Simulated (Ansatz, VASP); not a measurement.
# GaP: VASP beside Ansatz, part 2 of 2

One calculation is typed for both programs; each brings its own data sets. How far apart do they land? The cell is taken from a series of runs on this material, whose earlier steps may have relaxed, scaled, displaced or heated it; both programs get it as it stands.

VASP 6.6.1 and Ansatz 0.2.0.

So far: Set-up; VASP: relaxation of cell and atoms, PBE; Ansatz: relaxation of cell and atoms, PBE; Comparison.

### Step 5. Ansatz: zone-centre phonons, PBE

Level of this step: Ansatz beside VASP: Kohn-Sham DFT, plane waves, PBE (Ansatz).

Second derivatives magnify differences that forces hide, and they need a tight electronic threshold.

The cell is taken from a series of runs on this material, whose earlier steps may have relaxed, scaled, displaced or heated it; both programs get it as it stands.

Input file input.yaml:

```yaml
crystal:
  lattice:
    - [0.0, 2.7542415935, 2.7542415935]
    - [2.7542415935, 0.0, 2.7542415935]
    - [2.7542415935, 2.7542415935, 0.0]
  atoms:
    - { symbol: Ga, position: [0.0, 0.0, 0.0] }
    - { symbol: P, position: [0.25, 0.25, 0.25] }
kpoints:
  mp_grid: { grid: [8, 8, 8] }
hamiltonian:
  xc: pbe
  pseudopotentials: { kind: nc, accuracy: standard }
scf:
  occupations: { method: fixed }
output:
  eigenvalues: true
phonons:
  method: dfpt
  dielectric: true
  rigid_motions: translations
```

The run is started by

```console
$ ansatz run input.yaml --threads 4 --pin off --max-ram 7168MiB --backend cpu --events-out ev --progress --plain --runs-dir out
```

Numbers of over 12 decimals in the logs are rounded to 6 here.

The program printed:

```text
[...]
Crystal: 2 atoms, lattice volume = 41.787 Å³
Basis set: ecut = 1088.45545 eV, 3479 PW (Γ), exchange–correlation on 90×90×90 points (8 copies of the dense FFT grid, shifted against one another)
Bands: 13, of which v1, the nominal top of the filled ones, is band 9 counted from 1 (8 counted from 0)
Symmetry: 24 space group operations
k-points: 95 of 512 (irreducible under 4 space group operations, time reversal used)
[...]
optical modes at Γ + LO–TO along q̂ = [1.0000, 0.0000, 0.0000]:
      ω (cm⁻¹)  modes    IR ((D/Å)²/amu)
[...]
optical modes at Γ + LO–TO along q̂ = [0.0000, 1.0000, 0.0000]:
      ω (cm⁻¹)  modes    IR ((D/Å)²/amu)
        344.83      2            10.4199
        379.13      1             5.2100
  optical modes at Γ + LO–TO along q̂ = [0.0000, 0.0000, 1.0000]:
      ω (cm⁻¹)  modes    IR ((D/Å)²/amu)
        344.83      2            10.4199
        379.13      1             5.2100
[key lines of the parts left out:]
SCF converged after 9 iterations
Free energy (F): -2270.218424 eV
Fermi energy:    7.202705 eV
```

### Step 6. VASP: zone-centre phonons, PBE

The same cell, functional and mesh now go to VASP, with its own data sets.

Input file INCAR:

```
SYSTEM = GaP
PREC = Accurate
ENCUT = 500
EDIFF = 1E-08
NELM = 120
ISMEAR = 0
SIGMA = 0.01
LREAL = .FALSE.
ALGO = Normal
GGA = PE
NBANDS = 15
LORBIT = 11
LWAVE = .FALSE.
LCHARG = .FALSE.
ISIF = 2
IBRION = 8
LEPSILON = .TRUE.
LASPH = .TRUE.
GGA_COMPAT = .FALSE.
EFERMI = MIDGAP
KPAR = 2
```

Input file POSCAR:

```
GaP
1.0
    0.0000000000      2.7542415935      2.7542415935
    2.7542415935      0.0000000000      2.7542415935
    2.7542415935      2.7542415935      0.0000000000
Ga P
1 1
Direct
    0.0000000000      0.0000000000      0.0000000000
    0.2500000000      0.2500000000      0.2500000000
```

Input file KPOINTS:

```
Automatic mesh
0
Gamma
8 8 8
0 0 0
```

Potentials, in the order of the species: Ga_d and P (PBE family, release 64).

The run is started by

```console
$ mpirun -np 2 vasp_std
```

The program printed:

```text
[... set-up lines as in an earlier step ...]
 entering main loop
       N       E                     dE             d eps       ncg     rms          rms(c)
DAV:   1     0.798848499784E+02    0.79885E+02   -0.90033E+03   894   0.169E+03
DAV:   2    -0.333980120936E+01   -0.83225E+02   -0.79941E+02   996   0.307E+02
DAV:   3    -0.928239192872E+01   -0.59426E+01   -0.59237E+01  1045   0.671E+01
DAV:   4    -0.938381239150E+01   -0.10142E+00   -0.10138E+00  1142   0.951E+00
[...]
DAV:  12    -0.912544387788E+01    0.39533E-06   -0.31640E-06  1118   0.246E-02    0.239E-03
DAV:  13    -0.912544422588E+01   -0.34800E-06   -0.98244E-07  1073   0.893E-03    0.181E-03
DAV:  14    -0.912544422919E+01   -0.33097E-08   -0.40554E-08  1109   0.186E-03
   1 F= -.91254442E+01 E0= -.91254442E+01  d E =0.000000E+00
 Linear response reoptimize wavefunctions to high precision
DAV:   1    -0.912544423030E+01   -0.11123E-08   -0.42274E-09  1058   0.506E-04
DAV:   2    -0.912544423031E+01   -0.72760E-11   -0.15901E-10   715   0.102E-04
 Linear response G [H, r] |phi>, progress :
  Direction:   1
[...]
RMM:  17    -0.162861125205E+00    0.38618E-08    0.98271E-08  3604   0.153E-05    0.716E-08
 first order change of Fermi-energy  -0.10410E+01
 force on displaced ion       1 direction 1 :  -9.284   0.000   0.000
 Born effective charge ion    1 direction 1 :   2.214   0.000   0.000
 Linear response progress:
  Degree of freedom:   2/  2
       N       E                     dE             d eps       ncg     rms          rms(c)
RMM:   1    -0.506697199515E-01   -0.50670E-01    0.10031E-02  6358   0.173E+00
RMM:   2    -0.472988852998E-01    0.33708E-02   -0.53036E-03  5195   0.490E-01    0.115E-01
RMM:   3    -0.474257981612E-01   -0.12691E-03   -0.34936E-04  5680   0.153E-01    0.580E-02
RMM:   4    -0.477869454288E-01   -0.36115E-03   -0.27052E-05  5655   0.601E-02    0.114E-02
[...]
RMM:  10    -0.478059139754E-01   -0.59152E-07    0.30004E-08  5812   0.106E-04    0.758E-06
RMM:  11    -0.478059433212E-01   -0.29346E-07    0.12904E-09  5853   0.476E-05    0.648E-06
RMM:  12    -0.478059465563E-01   -0.32351E-08    0.40610E-09  5852   0.225E-05    0.156E-06
 first order change of Fermi-energy   0.10414E+01
 force on displaced ion       2 direction 1 :  -9.287   0.000   0.000
 Born effective charge ion    2 direction 1 :  -2.344   0.000   0.000
 Born effective charges drift removed
 Linear response finished
```

From OUTCAR (step 6):

```text
  Total       -0.0311510     -0.0311510     -0.0311510      0.0000000     -0.0000000      0.0000000
  in kB       -1.1943927     -1.1943927     -1.1943927      0.0000000     -0.0000000      0.0000000
  external PRESSURE =      -1.1943927 kB  Pullay stress =       0.0000000 kB

 POSITION                                       TOTAL-FORCE (eV/Angst)
 -----------------------------------------------------------------------------------
      0.00000      0.00000      0.00000         0.000000      0.000000      0.000000
      1.37712      1.37712      1.37712        -0.000000     -0.000000     -0.000000
 -----------------------------------------------------------------------------------
    total drift:                                0.000001      0.000001      0.000001

 MACROSCOPIC STATIC DIELECTRIC TENSOR (including local field effects in DFT)
 ------------------------------------------------------
          11.632701    -0.000000    -0.000000
           0.000000    11.632701    -0.000000
          -0.000000     0.000000    11.632701
 ------------------------------------------------------

 MACROSCOPIC STATIC DIELECTRIC TENSOR IONIC CONTRIBUTION
 ------------------------------------------------------
           2.416637     0.000000     0.000000
           0.000000     2.416637    -0.000000
           0.000000    -0.000000     2.416637
 ------------------------------------------------------

[... 1 part as in an earlier step ...]

[... 1 further part left out ...]
```

The dielectric response converges more slowly with the mesh than energies do, so tensor and charges may still move on a finer one.

### Step 7. Side by side

What differs besides the data sets and the points named for the pairs above, as far as they apply: VASP's response is taken on the typed mesh, Ansatz refines its own for the field response alone. Total energies have different zeros and are not compared.

Both answers:

| quantity | Ansatz | VASP | difference |
| --- | --- | --- | --- |
| ε∞ xx | 10.71 | 11.63 | -7.94 % |
| ε∞ yy | 10.71 | 11.63 | -7.94 % |
| ε∞ zz | 10.71 | 11.63 | -7.94 % |
| Born charge of Ga1 (mean of the diagonal) (e) | 2.20 | 2.28 | -0.08 |
| Born charge of P2 (mean of the diagonal) (e) | -2.20 | -2.28 | +0.08 |
| optical mode 1 to 3 (cm⁻¹) | 344.8 | 343.1 | +0.49 % |

Modes are paired by rising frequency, not by their patterns, so a pair may set unlike modes beside each other; they are those without the splitting of longitudinal modes.

### Step 8. Results

| Item | Value |
| --- | --- |
| difference in volume (relaxation of cell and atoms, PBE) | 0.17 % |
| difference in ε∞ xx (zone-centre phonons, PBE) | -7.9 % |

What this shows: The difference in ε∞ xx is -7.9 % (zone-centre phonons, PBE), beyond the 5 % picked in this series as the mark of a large difference. What causes the difference of the zone-centre phonons, PBE pair stays open here. Such differences can come from data sets, numerical settings and the points named under the comparisons, not from the functional's error against experiment.

[Lines on the potential files, build, host, timing and source positions are cut from VASP's logs without a mark.]

[Logs are printed without paths, hosts, clocks, repeated set-up lines and the standing remarks that a program may print on its own settings, such as how far it seeks lower states.]

[Hosts, paths, dates, database ids (printed as entryN), source tags and the programs' standing remarks are cut or masked in the printed files.]
